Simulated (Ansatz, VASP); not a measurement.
# Cross-check of GaP between VASP and Ansatz

Aim: how closely do two programs agree when they are given the same cell, functional and k mesh? The cell is taken from a series of runs on this material, whose earlier steps may have relaxed, scaled, displaced or heated it; both programs get it as it stands.

Main program and level: Ansatz 0.2.0; plane waves, with VASP 6.6.1 beside it; zone-centre phonons at PBE.

## (1) Set-up

The structure is cubic, space group F-43m (No. 216). Conventional cell: a = 5.505 Å, b = 5.505 Å, c = 5.505 Å, α = 90.00°, β = 90.00°, γ = 90.00°. Nearest to Ga lie 4 P at 2.38 Å. Nearest to P lie 4 Ga at 2.38 Å. Farther neighbours are not listed.

## (2) Ansatz: zone-centre phonons, PBE

Ansatz runs on its default PAW (the set named soft_2) files.

Second derivatives magnify differences that forces hide, and they need a tight electronic threshold.

Input file input.yaml:

```yaml
crystal:
  lattice:
    - [-2.7524699981, 0.0, 2.7524699981]
    - [0.0, 2.7524699981, 2.7524699981]
    - [-2.7524699981, 2.7524699981, 0.0]
  atoms:
    - { symbol: Ga, position: [0.0, 0.0, 0.0] }
    - { symbol: P, position: [0.25, 0.25, 0.25] }
kpoints:
  mp_grid: { grid: [8, 8, 8] }
hamiltonian:
  xc: pbe
scf:
  occupations: { method: fixed }
output:
  eigenvalues: true
phonons:
  method: dfpt
  dielectric: true
  rigid_motions: translations
```

The run is started by

```console
> ansatz run input.yaml --threads 4 --pin off --max-ram 8192MiB --backend cpu --events-out ev --progress --plain --runs-dir out
```

Numbers of over 12 decimals in the logs are rounded to 6 here.

Log:

```text
Engine: ansatz 0.2.0, aarch64-unknown-linux-gnu
Pseudopotentials: kind: paw
Pseudopotential: Ga, paw, valence charge 13, recommended cutoff 420 eV (normal), Ga.paw.azcp
Pseudopotential: P, paw, valence charge 5, recommended cutoff 420 eV (normal), P.paw.azcp
Functional definition: PBE
  parameter kappa = 0.804
  parameter beta = 0.066725
  exchange = pbe_x(kappa = kappa, mu = beta*pi^2/3)
  correlation = pbe_c(beta = beta)
Crystal: 2 atoms, lattice volume = 41.706 Å³
Basis set: ecut = 420 eV, 869 PW (Γ), exchange–correlation on 54×54×54 points (8 copies of the dense FFT grid, shifted against one another)
Bands: 13, of which v1, the nominal top of the filled ones, is band 9 counted from 1 (8 counted from 0)
Symmetry: 24 space group operations
k-points: 95 of 512 (irreducible under 4 space group operations, time reversal used)
Non-local potential: Ga, projectors of the file, l = 0: 2, l = 1: 2, l = 2: 3, l = 3: 1
Non-local potential: P, projectors of the file, l = 0: 2, l = 1: 2, l = 2: 2
PAW form: soft (Blöchl's): semilocal exchange-correlation on the pseudo side does not see the compensation charge
PAW one-centre angular grid: Ga, 590 points (default); XC on 64 Gauss nodes
PAW one-centre angular grid: P, 110 points (default); XC on 64 Gauss nodes
Initial density: superposition of atomic densities (neutral atoms: chi_scale 0, normalization atom), corrected by the library's trained network
Initial wavefunctions: pseudopotential atomic-orbital guess
Functional: x = pbe(κ = 0.804, μ = 0.219515), c = pbe(β = 0.066725)
SCF iter   1: F=—  HF=-4539.558292 eV  |F-HF|=—  |Δ(HF+E_count)|=         —  Δρ=1.57e-3  dr2=1.43e-3  ethr=1.77e-3  ⟨swp⟩=5.0  Hψ=6521  notcnv=0  defer=171
preconditioner: auto → none  [insulator: Δε(μ)=1.574 eV  Ē_g=15.385 eV  n_scr=14 (ndim 8)  ℏωp=24.4 eV  f_vac=0.016  ε∞_Penn≈3.5]
SCF iter   2: F=—  HF=-4539.557505 eV  |F-HF|=—  |Δ(HF+E_count)|=   7.86e-4  Δρ=1.19e-3  dr2=4.31e-4  ethr=7.93e-6  ⟨swp⟩=2.8  Hψ=3219  notcnv=0  defer=186
SCF iter   3: F=—  HF=-4539.557337 eV  |F-HF|=—  |Δ(HF+E_count)|=   1.68e-4  Δρ=3.63e-4  dr2=5.19e-5  ethr=2.39e-6  ⟨swp⟩=2.0  Hψ=2294  notcnv=0  defer=176
SCF iter   4: F=—  HF=-4539.557385 eV  |F-HF|=—  |Δ(HF+E_count)|=   4.83e-5  Δρ=1.09e-4  dr2=3.80e-6  ethr=2.88e-7  ⟨swp⟩=3.0  Hψ=2262  notcnv=0  defer=169
SCF iter   5: F=—  HF=-4539.557388 eV  |F-HF|=—  |Δ(HF+E_count)|=   3.18e-6  Δρ=2.96e-5  dr2=3.57e-7  ethr=2.11e-8  ⟨swp⟩=2.0  Hψ=2082  notcnv=0  defer=153
SCF iter   6: F=—  HF=-4539.557389 eV  |F-HF|=—  |Δ(HF+E_count)|=   1.06e-6  Δρ=9.64e-6  dr2=2.38e-8  ethr=1.98e-9  ⟨swp⟩=2.0  Hψ=2090  notcnv=0  defer=153
SCF iter   7: F=—  HF=-4539.557389 eV  |F-HF|=—  |Δ(HF+E_count)|=   3.54e-8  Δρ=2.34e-6  dr2=1.10e-9  ethr=1.32e-10  ⟨swp⟩=2.1  Hψ=2064  notcnv=0  defer=154
SCF iter   8: F=-4539.557389 eV  HF=-4539.557389 eV  |F-HF|=5.28e-11  |Δ(HF+E_count)|=  7.92e-10  Δρ=4.74e-7  dr2=4.95e-11  ethr=1.00e-12  ⟨swp⟩=9.9  Hψ=9868  notcnv=0
SCF 1 converged in 8 iterations: F = -4539.557389 eV  dr2 = 4.95e-11
  greatest PAW one-centre occupation: 0.994 electrons in one spin orbital (limit 2), on the Ga atom at site 0 (counted from 0), in its partial waves of l = 2
DFPT response loops at Γ: preconditioner auto → none (the input reference at scf.mixing.eps_inf says where Resta's filter doesn't serve); β = 0.50; Broyden in place of MSR1
── the response to a field inside a basis, on 10×10×10 k-points: an SCF that follows is theirs, and a resumed run solves both again ──
Bands: 10, of which v1, the nominal top of the filled ones, is band 9 counted from 1 (8 counted from 0)
k-points: 110
Initial density: handed on by an earlier stage of this run
Initial wavefunctions: pseudopotential atomic-orbital guess (no wavefunctions were taken with the density)
Eigensolver: Dense (110 Hₖ)
SCF iter   1: F=—  HF=-4539.558462 eV  |F-HF|=—  |Δ(HF+E_count)|=         —  Δρ=1.84e-4  dr2=1.05e-5  ethr=1.00e-1
preconditioner: auto → none  [insulator: Δε(μ)=1.639 eV  Ē_g=13.058 eV  n_scr=14 (ndim 8)  ℏωp=24.4 eV  f_vac=0.011  ε∞_Penn≈4.5]
SCF iter   2: F=—  HF=-4539.558460 eV  |F-HF|=—  |Δ(HF+E_count)|=   2.38e-6  Δρ=1.37e-4  dr2=3.45e-6  ethr=5.82e-8
SCF iter   3: F=—  HF=-4539.558461 eV  |F-HF|=—  |Δ(HF+E_count)|=   8.19e-7  Δρ=1.59e-5  dr2=9.57e-8  ethr=1.92e-8
SCF iter   4: F=-4539.558461 eV  HF=-4539.558461 eV  |F-HF|=5.39e-8  |Δ(HF+E_count)|=   1.30e-7  Δρ=9.43e-6  dr2=3.67e-8  ethr=5.32e-10
SCF 1 converged in 4 iterations: F = -4539.558461 eV  dr2 = 3.67e-8
DFPT response loops at Γ: mixed as the last ones told, above
WARN: field response: ε∞ stands inside a basis, on 10×10×10 points; the force constants stand on the 8×8×8 k-mesh, whose period is 10.52 times the interband length at k = (0.0000, 0.0000, 0.0000), direct gap 1.583 eV, under 14: take them and everything formed from them as unconverged, and compare with a denser kpoints.mp_grid
SCF converged after 8 iterations
Free energy (F): -4539.557389 eV
Harris-Foulkes:  -4539.557389 eV  (|F-HF|=5.28e-11)
Internal energy: -4539.557389 eV  (E = F + TS)
E sigma→0 (E₀):  -4539.557389 eV
Fermi energy:    6.714621 eV
--- Per-component energies (eV) ---
  E_band       = -63.662458
  E_kinetic    = 185.393583
  E_local      = -2220.382896  (includes V_loc(G=0)·N_el)
  E_nonlocal   = 458.828599
  E_hartree    = 1025.135708
  E_xc         = -130.313832
  E_vxc        = -118.413575  (∫ρ·V_xc dr)
  E_paw        = -2558.554658  (= ΣΔE_a)
  E_vpaw       = -419.359090  (= ΣTr[D̂ρ^β])
  E_aug_tail   = -0.000086  (compensation charges beyond the density's cutoff)
  E_ewald      = -1299.663806
  E_smearing   = -0.000000  (= −TS)
  E_closure    = 0.000000  (closes the sum)
  Σ components = -4539.557389   (vs F -4539.557389, Δ=0.00e0)
--- Band table (eV; the first three rows and the last of 95) ---
  k-point 0: bands = [... 5 lower, -5.5571, 6.7146, 6.7146, 6.7146, 8.2980, 10.6065, 10.6065, 10.6065]
  k-point 1: bands = [... 5 lower, -5.3626, 5.0899, 6.4958, 6.4958, 9.0007, 10.9426, 10.9426, 11.1185]
  k-point 2: bands = [... 5 lower, -4.8118, 2.9038, 6.0801, 6.0801, 8.7679, 11.4386, 11.4386, 12.9103]
  k-point 94: bands = [... 5 lower, -2.7278, 0.0987, 4.1339, 4.1339, 8.4309, 8.5633, 17.0707, 17.0707]
--- Phonons (Γ-DFPT): 2 representative perturbations + reference, on 95 of 512 k-points (Σ response iterations 6) ---
  k mesh reduced under 4 symmetry operations, with k and −k counted as one. Each operation leaves every solved perturbation unchanged. A smaller set is not considered because the run solves the response to a homogeneous field
  ASR residual: 9.844e-5 → 0.000e0 eV/Å²; symmetrization residual: 3.938e-6 eV/Å²
  ASR residual per site (eV/Å²): 1.69e-5 9.84e-5
  Γ frequencies (cm⁻¹): 0.00 0.00 0.00 344.92 344.92 344.92
  ε∞ (high-frequency dielectric tensor):
       10.621935    -0.000000     0.000000
       -0.000000    10.621935    -0.000000
        0.000000    -0.000000    10.621935
  ε⁰ (static dielectric tensor: ions relaxed, cell fixed):
       12.852126    -0.000000     0.000000
       -0.000000    12.852126    -0.000000
        0.000000    -0.000000    12.852126
  ε⁰ − ε∞ (ionic part):
        2.230192     0.000000     0.000000
        0.000000     2.230192     0.000000
        0.000000     0.000000     2.230192
  softest optical mode at Γ: 344.92 cm⁻¹; the repairs (sum rule, projections) moved no ω² at Γ by more than (1.04 cm⁻¹)²
  Born effective charges Z* (e; rows j = field, columns β = displacement):
    site 0:
         2.19611    0.00000    0.00000
        -0.00000    2.19611    0.00000
         0.00000   -0.00000    2.19611
    site 1:
        -2.19611   -0.00000   -0.00000
         0.00000   -2.19611   -0.00000
        -0.00000    0.00000   -2.19611
  Z* charge neutrality: 1.971e-4 e pre-enforcement
  solved inside a basis spanned on kpoints, on 10×10×10 k-points transformed towards the longest dipole: ε∞ is read to err by 2.9e-2, Z* by 1.4e-2 e (field_mesh: kpoints solves on kpoints); Z* is corrected for what the basis lacks
  optical modes at Γ without the LO–TO term, one row a degenerate level:
      ω (cm⁻¹)  modes    IR ((D/Å)²/amu)
        344.92      3            15.5646
  optical modes at Γ + LO–TO along q̂ = [1.0000, 0.0000, 0.0000]:
      ω (cm⁻¹)  modes    IR ((D/Å)²/amu)
        344.92      2            10.3764
        379.41      1             5.1882
  optical modes at Γ + LO–TO along q̂ = [0.0000, 1.0000, 0.0000]:
      ω (cm⁻¹)  modes    IR ((D/Å)²/amu)
        344.92      2            10.3764
        379.41      1             5.1882
  optical modes at Γ + LO–TO along q̂ = [0.0000, 0.0000, 1.0000]:
      ω (cm⁻¹)  modes    IR ((D/Å)²/amu)
        344.92      2            10.3764
        379.41      1             5.1882
```

[end of part 1 of 2]

[Lines on the potential files, build, host, timing and source positions are cut from VASP's logs without a mark.]

[Logs are printed without paths, hosts, clocks, repeated set-up lines and the standing remarks that a program may print on its own settings, such as how far it seeks lower states.]

[Hosts, paths, dates, database ids (printed as entryN), source tags and the programs' standing remarks are cut or masked in the printed files.]
